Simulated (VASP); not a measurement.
All values below come from r2SCAN meta-GGA, VASP's PBE PAW potentials (set 64) (plane waves; VASP).

A VASP calculation is set up with these files.

**POSCAR**
```
Li2S
1
    0.0000000000     2.8415832394     2.8415832394
    2.8415832394     0.0000000000     2.8415832394
    2.8415832394     2.8415832394    -0.0000000000
Li S
2 1
Direct
  0.2500000000   0.2500000000   0.2500000000
  0.7500000000   0.7500000000   0.7500000000
  0.0000000000   0.0000000000   0.0000000000
```

File KPOINTS:
```
Automatic mesh
0
Gamma
6 6 6
0 0 0
```

INCAR:
```
# general
SYSTEM =Li2S
PREC   =Accurate
ENCUT  =600   # plane-wave cut-off (eV)
LREAL  =.False.   # projection in real space or not
LASPH  =.True.   # aspherical one-centre terms

# electronic loop
EDIFF  =1E-7   # SCF stop (eV)
NELM   =100
ALGO   =Normal   # blocked Davidson
LMIXTAU=.True.

# smearing
ISMEAR =0   # Gaussian
SIGMA  =0.05   # width (eV)

# functional
METAGGA=R2SCAN

# ions
ISIF   =2   # forces and stress, cell fixed

# output
LWAVE  =.False.
LCHARG =.False.
```

POTCAR, in this order: Li_sv S (PBE.64 set). Program: vasp_std.

What will the output report for the number of irreducible k-points (NKPTS), number of bands (NBANDS), largest plane-wave count, number of space-group operations, FFT grid (NGX, NGY, NGZ)?

```
Item                                           Value
--------------------------------------  ------------
number of irreducible k-points (NKPTS)            16
number of bands (NBANDS)                          10
largest plane-wave count                        1544
number of space-group operations                  48
FFT grid (NGX, NGY, NGZ)                32 × 32 × 32
```

The compound is Li2S in the antifluorite structure. It was relaxed first.
